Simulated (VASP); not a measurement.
Output of a VASP run:

OUTCAR:
```
 ion  position               nearest neighbor table
   1  0.000  0.000  0.000-
  LATTYP: Found a face centered cubic cell.
 ALAT       =     3.7794972196
 Subroutine PRICEL returns:
 Original cell was already a primitive cell.
 Subroutine GETGRP returns: Found 48 space group operations
The static configuration has the point symmetry O_h .
The dynamic configuration has the point symmetry O_h .
 Subroutine INISYM returns: Found 48 space group operations
 Subroutine IBZKPT returns following result:
 Found    145 irreducible k-points:

 Following reciprocal coordinates:
            Coordinates               Weight
  0.000000  0.000000  0.000000      1.000000
  0.062500  0.000000  0.000000      8.000000
  0.125000  0.000000  0.000000      8.000000
  0.187500  0.000000  0.000000      8.000000
  0.250000  0.000000  0.000000      8.000000
  0.312500  0.000000  0.000000      8.000000
  0.375000  0.000000  0.000000      8.000000
  0.437500  0.000000  0.000000      8.000000
  0.500000  0.000000  0.000000      4.000000
  0.062500  0.062500  0.000000      6.000000
  0.125000  0.062500  0.000000     24.000000
  0.187500  0.062500  0.000000     24.000000
  0.250000  0.062500  0.000000     24.000000
  0.312500  0.062500  0.000000     24.000000
  0.375000  0.062500  0.000000     24.000000
  0.437500  0.062500  0.000000     24.000000
  0.500000  0.062500  0.000000     24.000000
 -0.437500  0.062500  0.000000     24.000000
 -0.375000  0.062500  0.000000     24.000000
 -0.312500  0.062500  0.000000     24.000000
 -0.250000  0.062500  0.000000     24.000000
 -0.187500  0.062500  0.000000     24.000000
 -0.125000  0.062500  0.000000     24.000000
 -0.062500  0.062500  0.000000     12.000000
  0.125000  0.125000  0.000000      6.000000
  0.187500  0.125000  0.000000     24.000000
  0.250000  0.125000  0.000000     24.000000
  0.312500  0.125000  0.000000     24.000000
  0.375000  0.125000  0.000000     24.000000
  0.437500  0.125000  0.000000     24.000000
  0.500000  0.125000  0.000000     24.000000
 -0.437500  0.125000  0.000000     24.000000
 -0.375000  0.125000  0.000000     24.000000
 -0.312500  0.125000  0.000000     24.000000
 -0.250000  0.125000  0.000000     24.000000
 -0.187500  0.125000  0.000000     24.000000
 -0.125000  0.125000  0.000000     12.000000
  0.187500  0.187500  0.000000      6.000000
  0.250000  0.187500  0.000000     24.000000
  0.312500  0.187500  0.000000     24.000000
   k-points           NKPTS =    145   k-points in BZ     NKDIM =    145   number of bands    NBANDS=     11
   number of dos      NEDOS =    301   number of ions     NIONS =      1
   total plane-waves  NPLWV =   8000
   dimension x,y,z NGX =    20 NGY =   20 NGZ =   20
   dimension x,y,z NGXF=    40 NGYF=   40 NGZF=   40
   ions per type =               1
   PREC   = accura    normal or accurate (medium, high low for compatibility)
   ISTART =      0    job   : 0-new  1-cont  2-samecut
   ICHARG =      2    charge: 1-file 2-atom 10-const
   ISPIN  =      1    spin polarized calculation?
   LNONCOLLINEAR =      F non collinear calculations
   LSORBIT =      F    spin-orbit coupling
   INIWAV =      1    electr: 0-lowe 1-rand  2-diag
   ENCUT  =  500.0 eV  36.75 Ry    6.06 a.u.   4.87  4.87  4.87*2*pi/ulx,y,z
   NELM   =    100;   NELMIN=  2; NELMDL= -5     # of ELM steps
   EDIFF  = 0.1E-05   stopping-criterion for ELM
   LREAL  =      F    real-space projection
   NLSPLINE    = F    spline interpolate recip. space projectors
   LMAXMIX     =    4 max onsite mixed and CHGCAR
   VOSKOWN=      0    Vosko Wilk Nusair interpolation
   EDIFFG = -.2E-01   stopping-criterion for IOM
   NSW    =     40    number of steps for IOM
   NBLOCK =      1;   KBLOCK =     40    inner block; outer block
   IBRION =      2    ionic relax: 0-MD 1-quasi-New 2-CG
   NFREE  =      1    steps in history (QN), initial steepest desc. (CG)
...
```

OSZICAR:
```
       N       E                     dE             d eps       ncg     rms          rms(c)
DAV:   1     0.111521054324E+03    0.11152E+03   -0.92293E+03  3209   0.142E+03
DAV:   2    -0.730613748015E+01   -0.11883E+03   -0.11410E+03  3268   0.382E+02
DAV:   3    -0.875704767680E+01   -0.14509E+01   -0.14371E+01  3646   0.481E+01
DAV:   4    -0.876562798976E+01   -0.85803E-02   -0.85789E-02  3511   0.381E+00
DAV:   5    -0.876576272670E+01   -0.13474E-03   -0.13473E-03  3625   0.445E-01    0.115E+01
DAV:   6    -0.816485553007E+01    0.60091E+00   -0.14041E+00  3310   0.176E+01    0.366E+00
DAV:   7    -0.814163307906E+01    0.23222E-01   -0.31757E-02  3703   0.227E+00    0.168E+00
DAV:   8    -0.813680642889E+01    0.48267E-02   -0.56461E-03  3292   0.123E+00    0.231E-01
DAV:   9    -0.813656129349E+01    0.24514E-03   -0.31800E-04  3658   0.298E-01    0.337E-02
DAV:  10    -0.813656735185E+01   -0.60584E-05   -0.37839E-06  3580   0.251E-02    0.420E-03
DAV:  11    -0.813656741016E+01   -0.58304E-07   -0.39046E-07  1955   0.929E-03
   1 F= -.81365674E+01 E0= -.81364845E+01  d E =-.813657E+01
```

### OUTCAR
```
------------------------ aborting loop because EDIFF is reached ----------------------------------------
  FORCE on cell =-STRESS in cart. coord.  units (eV):
  Direction    XX          YY          ZZ          XY          YZ          ZX
  --------------------------------------------------------------------------------------
  Total        0.0078613      0.0078613      0.0078613      0.0000000     -0.0000000      0.0000000
  in kB        0.9331714      0.9331714      0.9331714      0.0000000     -0.0000000      0.0000000
  external PRESSURE =       0.9331714 kB  Pullay stress =       0.0000000 kB
  volume of cell :       13.50
      direct lattice vectors                 reciprocal lattice vectors
     0.000000000  1.889748610  1.889748610    -0.264585457  0.264585457  0.264585457
     1.889748610  0.000000000  1.889748610     0.264585457 -0.264585457  0.264585457
     1.889748610  1.889748610  0.000000000     0.264585457  0.264585457 -0.264585457
 POSITION                                       TOTAL-FORCE (eV/Angst)
 -----------------------------------------------------------------------------------
      0.00000      0.00000      0.00000        -0.000000     -0.000000     -0.000000
 -----------------------------------------------------------------------------------
    total drift:                                0.000000      0.000000      0.000000
  FREE ENERGIE OF THE ION-ELECTRON SYSTEM (eV)
  ---------------------------------------------------
  free  energy   TOTEN  =        -8.1365674102 eV

  energy  without entropy=       -8.1363186052  energy(sigma->0) =       -8.13648448

 reached required accuracy - stopping structural energy minimisation
```
(Selected blocks of OUTCAR.)

File POSCAR:
```
Rh
1
   -0.0000000000     1.8897486098     1.8897486098
    1.8897486098    -0.0000000000     1.8897486098
    1.8897486098     1.8897486098     0.0000000000
Rh
1
Direct
  0.0000000000   0.0000000000   0.0000000000
```

### Question
Write an INCAR and KPOINTS that could have produced this output.

### Answer
One answer among several that fit: the input of the run itself, PBEsol GGA, plane waves, VASP's PBE PAW potentials (set 64).

**INCAR**
```
# general
SYSTEM   =  Rh
PREC     =  Accurate
ENCUT    =  500
LREAL    =  .FALSE.
LASPH    =  .TRUE.

# electronic loop
EDIFF    =  1E-6
NELM     =  100
ALGO     =  Normal
LMAXMIX  =  4

# smearing
ISMEAR   =  1
SIGMA    =  0.1

# functional
GGA      =  PS

# ions
IBRION   =  2
NSW      =  40
ISIF     =  3
EDIFFG   =  -0.02

# output
LWAVE    =  .FALSE.
LCHARG   =  .FALSE.
```

KPOINTS:
```
Regular mesh
0
Gamma
 16 16 16
```

POTCAR, in this order: Rh_pv (PBE.64 set). Program: vasp_std.

The compound is Rh in the fcc structure. It was relaxed first.
